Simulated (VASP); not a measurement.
```xyz
2
Lattice="0.0000 3.3958 3.3958 3.3958 0.0000 3.3958 3.3958 3.3958 0.0000" Properties=species:S:1:pos:R:3 pbc="T T T"
Sr     0.0000     0.0000     0.0000
Te     3.3958     3.3958     3.3958
```

Calculation: HSE06 screened hybrid, VASP's PBE PAW potentials (set 64) (plane waves; VASP). Numerical set-up: 520 eV cut-off, 6×6×6 Γ-centred mesh, Gaussian smearing of 0.050 eV, potentials Sr_sv Te.

Q: Give the stress tensor in GPa (positive for a compressed cell).

A: 
```
-1.37   0.00   0.00
 0.00  -1.37   0.00
 0.00   0.00  -1.37
```
The pressure is its mean diagonal, -1.37 GPa.

The compound is SrTe in the rock salt structure. This cell is one point of a volume scan, at 1.03 of the reference volume. The cell's shape comes from a PBE relaxation.
